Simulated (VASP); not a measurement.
## Co on the Fe site in Fe

Wanted: what Co on the Fe site costs in Fe and how the lattice relaxes round it. The start is a cell from a database of measured crystal structures.

Program: VASP 6.6.1. Level of theory: SCAN, spin-polarised from a ferromagnetic start (one magnetic atom a cell); plane waves and PAW (Fe), in the first sound run; inputs show where later runs differ. Results are calculated unless marked as measured.

The database entry behind the starting cell differs from later determinations by our own check (an axis about 0.7 % long against later determinations), so it need not match the best structure at ambient conditions.

## Step 1: The host crystal

It takes space group Im-3m (No. 229, cubic). Conventional cell: a = 2.886 Å, b = 2.886 Å, c = 2.886 Å, α = 90.00°, β = 90.00°, γ = 90.00°. Fe has 8 Fe at 2.50 Å nearest.

## Step 2: The host at zero pressure

The later steps need the crystal at this functional's own lattice; a raised cutoff keeps the stress reliable while the cell changes.

File INCAR:

```
SYSTEM = Fe
PREC = Accurate
ENCUT = 350
EDIFF = 1E-06
NELM = 120
ISMEAR = 1
SIGMA = 0.15
LREAL = .FALSE.
ALGO = Normal
METAGGA = SCAN
LASPH = .TRUE.
NBANDS = 10
ISPIN = 2
MAGMOM = 3
LMAXMIX = 4
LORBIT = 11
LWAVE = .FALSE.
LCHARG = .FALSE.
KPAR = 4
IBRION = 2
NSW = 40
ISIF = 3
EDIFFG = -0.02
POTIM = 0.4
```

File POSCAR:

```
Fe
1.0
   -1.4430000000      1.4430000000      1.4430000000
    1.4430000000     -1.4430000000      1.4430000000
    1.4430000000      1.4430000000     -1.4430000000
Fe
1
Direct
    0.0000000000      0.0000000000      0.0000000000
```

File KPOINTS:

```
Automatic mesh
0
Gamma
16 16 16
0 0 0
```

Potentials, in the order of the species: Fe (PBE family, release 64).

The run is started by

```bash
$ mpirun -np 4 vasp_std
```

The program printed:

```text
[banner, memory and clock lines left out]
running    4 mpi-ranks, on    1 nodes
 distrk:  each k-point on    1 cores,    4 groups
 distr:  one band on    1 cores,    1 groups

 POSCAR found type information on POSCAR Fe
 POSCAR found :  1 types and       1 ions
|                                                                             |
|               ----> ADVICE to this user running VASP <----                  |
|                                                                             |
|     You enforced a specific xc type in the INCAR file but a different       |
|     [... a line on the potential file left out ...]
|     I HOPE YOU KNOW WHAT YOU ARE DOING!                                     |
|                                                                             |

 LDA part: xc-table for (None), standard interpolation
 POSCAR, INCAR and KPOINTS ok, starting setup
 FFT: planning ... GRIDC
 FFT: planning ... GRID_SOFT
 FFT: planning ... GRID
 WAVECAR not read
 entering main loop
       N       E                     dE             d eps       ncg     rms          rms(c)
DAV:   1     0.385796159035E+01    0.38580E+01   -0.33032E+03  6258   0.733E+02
DAV:   2    -0.192089878276E+02   -0.23067E+02   -0.20844E+02  5860   0.117E+02
DAV:   3    -0.195737523816E+02   -0.36476E+00   -0.36304E+00  6548   0.193E+01
DAV:   4    -0.195755195887E+02   -0.17672E-02   -0.17670E-02  6312   0.123E+00
DAV:   5    -0.195755365696E+02   -0.16981E-04   -0.16980E-04  6346   0.120E-01    0.121E+01
DAV:   6    -0.182971346465E+02    0.12784E+01   -0.19162E+01  6368   0.671E+01    0.758E+00
DAV:   7    -0.180824102778E+02    0.21472E+00   -0.19037E+00  6528   0.191E+01    0.469E+00
DAV:   8    -0.180828588646E+02   -0.44859E-03   -0.33390E-02  6892   0.159E+00    0.182E+00
DAV:   9    -0.180762042985E+02    0.66546E-02   -0.16585E-02  7238   0.122E+00    0.514E-01
DAV:  10    -0.180780598139E+02   -0.18555E-02   -0.79054E-03  6594   0.847E-01    0.154E-01
DAV:  11    -0.180781581814E+02   -0.98368E-04   -0.40162E-04  6004   0.223E-01    0.538E-02
DAV:  12    -0.180781520725E+02    0.61089E-05   -0.15352E-05  6368   0.348E-02    0.311E-02
DAV:  13    -0.180781538676E+02   -0.17951E-05   -0.51961E-06  6064   0.350E-02    0.216E-02
DAV:  14    -0.180781577672E+02   -0.38996E-05   -0.85883E-06  5868   0.277E-02    0.252E-03
DAV:  15    -0.180781540514E+02    0.37159E-05   -0.30619E-07  3260   0.692E-03    0.321E-03
DAV:  16    -0.180781562702E+02   -0.22188E-05   -0.11725E-07  2942   0.439E-03    0.125E-03
DAV:  17    -0.180781560386E+02    0.23158E-06   -0.25380E-08  2930   0.168E-03
   1 F= -.18078156E+02 E0= -.18077942E+02  d E =-.180782E+02  mag=     2.6179
 curvature:   0.00 expect dE= 0.000E+00 dE for cont linesearch  0.000E+00
 trial: gam= 0.00000 g(F)=  0.115E-62 g(S)=  0.400E-01 ort = 0.000E+00 (trialstep = 0.100E+01)
 search vector abs. value=  0.400E-01
 bond charge predicted
       N       E                     dE             d eps       ncg     rms          rms(c)
DAV:   1    -0.184236994884E+02   -0.34554E+00   -0.70940E+00  6378   0.429E+01    0.607E+00
DAV:   2    -0.181104843711E+02    0.31322E+00   -0.28489E+00  6382   0.247E+01    0.535E+00
DAV:   3    -0.180965206754E+02    0.13964E-01   -0.14762E-01  6344   0.540E+00    0.186E+00
DAV:   4    -0.180898303959E+02    0.66903E-02   -0.10535E-02  6322   0.144E+00    0.483E-01
DAV:   5    -0.180891465945E+02    0.68380E-03   -0.20944E-02  7226   0.142E+00    0.391E-01
DAV:   6    -0.180898655764E+02   -0.71898E-03   -0.37933E-03  6292   0.724E-01    0.346E-01
DAV:   7    -0.180896394669E+02    0.22611E-03   -0.85931E-04  7160   0.275E-01    0.200E-01
DAV:   8    -0.180896854880E+02   -0.46021E-04   -0.88708E-04  6514   0.258E-01    0.539E-02
DAV:   9    -0.180896420669E+02    0.43421E-04   -0.28486E-04  6232   0.190E-01    0.120E-02
DAV:  10    -0.180897230827E+02   -0.81016E-04   -0.96770E-06  5904   0.438E-02    0.124E-02
DAV:  11    -0.180896827442E+02    0.40339E-04   -0.30716E-06  5860   0.190E-02    0.349E-03
DAV:  12    -0.180896824520E+02    0.29224E-06   -0.58666E-07  2924   0.102E-02
   2 F= -.18089682E+02 E0= -.18089600E+02  d E =-.115264E-01  mag=     2.5728
[...]
3 F= -.18092998E+02 E0= -.18092995E+02  d E =-.148419E-01  mag=     2.5846
 curvature:  -0.31 expect dE=-0.680E-04 dE for cont linesearch -0.680E-04
 ZBRENT: interpolating
 opt :   0.6485  next Energy=   -18.093069 (dE=-0.149E-01)
 bond charge predicted
       N       E                     dE             d eps       ncg     rms          rms(c)
DAV:   1    -0.180937832417E+02   -0.78491E-03   -0.16462E-02  6322   0.213E+00    0.259E-01
DAV:   2    -0.180929151238E+02    0.86812E-03   -0.75813E-03  6382   0.123E+00    0.268E-01
DAV:   3    -0.180929236895E+02   -0.85657E-05   -0.84472E-04  6402   0.409E-01    0.105E-01
DAV:   4    -0.180929389698E+02   -0.15280E-04   -0.17377E-05  6470   0.427E-02    0.316E-02
DAV:   5    -0.180929654712E+02   -0.26501E-04   -0.66365E-05  7360   0.708E-02    0.733E-03
DAV:   6    -0.180929644720E+02    0.99913E-06   -0.12637E-06  5754   0.144E-02
   4 F= -.18092964E+02 E0= -.18092977E+02  d E =-.148084E-01  mag=     2.5855
 curvature:  -0.32 expect dE=-0.790E-06 dE for cont linesearch -0.790E-06
 trial: gam=-0.00774 g(F)=  0.328E-63 g(S)=  0.243E-05 ort = 0.312E-03 (trialstep = 0.930E+00)
 search vector abs. value=  0.248E-09
 reached required accuracy - stopping structural energy minimisation
```

Wall time 41 s (4 MPI ranks of Intel Xeon 6975P-C (Granite Rapids), shared host); peak memory 0.54 GiB; 2.7 min of CPU time.

The logs omit lines about the potential files and the build; timing stands in the text.

OUTCAR, selected parts (step 2):

```text
ion  position               nearest neighbor table
   1  0.000  0.000  0.000-

  LATTYP: Found a body centered cubic cell.
 ALAT       =     2.8860000000

 Subroutine GETGRP returns: Found 48 space group operations
 (whereof 48 operations were pure point group operations)

The static configuration has the point symmetry O_h .

 Found    145 irreducible k-points:

   k-points           NKPTS =    145   k-points in BZ     NKDIM =    145   number of bands    NBANDS=     10

   dimension x,y,z NGX =    16 NGY =   16 NGZ =   16
   dimension x,y,z NGXF=    32 NGYF=   32 NGZF=   32

   ENCUT  =  350.0 eV  25.72 Ry    5.07 a.u.   3.81  3.81  3.81*2*pi/ulx,y,z

   NELECT =       8.0000    total number of electrons

 k-points in reciprocal lattice and weights: Automatic mesh
   0.00000000  0.00000000  0.00000000       0.000
   0.06250000  0.00000000  0.00000000       0.003
   0.12500000  0.00000000  0.00000000       0.003
   0.18750000  0.00000000  0.00000000       0.003
   0.25000000  0.00000000  0.00000000       0.003
   0.31250000  0.00000000  0.00000000       0.003
   0.37500000  0.00000000  0.00000000       0.003
   0.43750000  0.00000000  0.00000000       0.003
   0.50000000  0.00000000  0.00000000       0.001
[...]
0.50000000  0.50000000  0.43750000       0.003
   0.50000000  0.50000000  0.50000000       0.000

 average (electrostatic) potential at core
       1 -48.3993

 E-fermi :   5.5503

 spin component 1
 k-point     1 :       0.0000    0.0000    0.0000
  band No.  band energies     occupation
    ...
      2       2.7751      1.00000
      3       2.7752      1.00000
      4       2.7758      1.00000
      5       3.9565      1.00000
      6       3.9570      1.00000
      7      31.3544      0.00000
      8      31.3544      0.00000
      9      31.3546      0.00000
     10      36.5135      0.00000

 k-point     2 :       0.0625    0.0000    0.0000
  band No.  band energies     occupation
    ...
      2       2.7320      1.00000
      3       2.7727      1.00000
      4       2.8615      1.00000
      5       3.9144      1.00000
      6       3.9599      1.00000
      7      30.1916      0.00000
      8      31.0910      0.00000
      9      31.2018      0.00000
     10      35.8644      0.00000

 k-point     3 :       0.1250    0.0000    0.0000
  band No.  band energies     occupation
    ...
      2       2.6104      1.00000
      3       2.7499      1.00000
      4       3.1108      1.00000
      5       3.8238      1.00000
      6       3.9708      1.00000
      7      27.6746      0.00000
      8      30.1870      0.00000
      9      30.8417      0.00000
     10      34.2942      0.00000

 k-point     4 :       0.1875    0.0000    0.0000
  band No.  band energies     occupation
    ...
      2       2.4318      1.00000
      3       2.6899      1.00000
      4       3.4985      1.00000
      5       3.7698      1.00000
      6       3.9914      1.00000
      7      24.7007      0.00000
      8      28.8327      0.00000
      9      30.4335      0.00000
     10      32.2086      0.00000

 k-point     5 :       0.2500    0.0000    0.0000
  band No.  band energies     occupation
    ...
      2       2.2267      1.00000
      3       2.6846      1.00000
      4       3.8033      1.00000
      5       3.9807      1.00000
      6       4.0220      1.00000
      7      21.6309      0.00000
      8      27.4322      0.00000
      9      30.0726      0.00000
     10      30.3210      0.00000

 k-point     6 :       0.3125    0.0000    0.0000
  band No.  band energies     occupation
    ...
      2       2.0264      1.00000
      3       3.0289      1.00000
      4       3.9082      1.00000
      5       4.0593      1.00000
      6       4.4942      1.00000
      7      18.6543      0.00000
      8      26.2113      0.00000
      9      28.7034      0.00000
     10      29.7874      0.00000

  Total       -0.0045859     -0.0045859     -0.0045859      0.0000000      0.0000000     -0.0000000
  in kB       -0.6391187     -0.6391187     -0.6391187      0.0000000      0.0000000     -0.0000000
  external PRESSURE =      -0.6391187 kB  Pullay stress =       0.0000000 kB

  energy-cutoff  :      350.00
  volume of cell :       11.50
      direct lattice vectors                 reciprocal lattice vectors
    -1.421778675  1.421778675  1.421778675     0.000000000  0.351672176  0.351672176
     1.421778675 -1.421778675  1.421778675     0.351672176  0.000000000  0.351672176
     1.421778675  1.421778675 -1.421778675     0.351672176  0.351672176  0.000000000

 POSITION                                       TOTAL-FORCE (eV/Angst)
 -----------------------------------------------------------------------------------
     -0.00000      0.00000      0.00000        -0.000000      0.000000     -0.000000
 -----------------------------------------------------------------------------------
    total drift:                               -0.000000      0.000000      0.000000

  FREE ENERGIE OF THE ION-ELECTRON SYSTEM (eV)
  ---------------------------------------------------
  free  energy   TOTEN  =       -18.0929644720 eV

  energy  without entropy=      -18.0930016822  energy(sigma->0) =      -18.09297688

 reached required accuracy - stopping structural energy minimisation

 total charge
# of ion       s       p       d       tot
------------------------------------------
    1        0.495   0.555   6.222   7.272

 magnetization (x)
# of ion       s       p       d       tot
------------------------------------------
    1       -0.019  -0.086   2.706   2.600

[... 6 further parts left out ...]
```

The cell holds one magnetic atom, so no antiferromagnetic order fits into it. SCAN-type functionals tend to overstate the moments of itinerant magnets. The PAW data sets were made with PBE, which is usual practice but a small mismatch for other functionals. The run keeps the 48 symmetry operations of its start, so it cannot find a distortion of lower symmetry.

Step by step:

```tsv
step	energy less that of the first step (eV)	largest force (eV/Å)	pressure (GPa)	volume (Å³)
1	0.0000	0.0000	-7.83	12.02
2	-0.0115	0.0000	4.73	11.22
3	-0.0148	0.0000	0.61	11.46
4	-0.0148	0.0000	-0.06	11.50
```

```tsv
conventional cell, symmetrised	before	after	change
a (Å)	2.886	2.844	-1.5 %
b (Å)	2.886	2.844	-1.5 %
c (Å)	2.886	2.844	-1.5 %
volume (Å³/atom)	12.02	11.50	-4.3 %
```

The relaxed structure:

```cif
data_structure
_symmetry_space_group_name_H-M 'P 1'
_symmetry_Int_Tables_number 1
_cell_length_a 2.4626
_cell_length_b 2.4626
_cell_length_c 2.4626
_cell_angle_alpha 109.471
_cell_angle_beta 109.471
_cell_angle_gamma 109.471
_cell_volume 11.50
loop_
_atom_site_label
_atom_site_type_symbol
_atom_site_fract_x
_atom_site_fract_y
_atom_site_fract_z
_atom_site_occupancy
Fe1 Fe 0.00000 0.00000 0.00000 1
```

This step gave:

```
electronic cycles                                 : 45
electrons                                         : 8
free energy (TOTEN)                               : -18.09 eV
Fermi energy                                      : 5.550 eV
moment of the cell, from the last line of the log : 2.586 μB
labelled metallic, from the levels on this mesh   : yes
```

Spin moment in the PAW sphere by atom:

```tsv
atom	spin moment in the PAW sphere (μB)
Fe1	2.60
```

The run ended after 4 ionic steps, 0.015 eV below its first step, once forces and stress met EDIFFG = -0.02.

(Continued in part 2 of 4.)

[Lines on the potential files, build, host, timing and source positions are cut from VASP's logs without a mark.]

[Logs are printed without paths, hosts, clocks, repeated set-up lines and the standing remarks that a program may print on its own settings, such as how far it seeks lower states.]

[Hosts, paths, dates, database ids (printed as entryN), source tags and the programs' standing remarks are cut or masked in the printed files.]

[In band tables of VASP the shares of atoms and orbitals are scaled to a sum of 1 inside the atoms' spheres.]

[Runs that stopped without an error message from VASP are left out.]
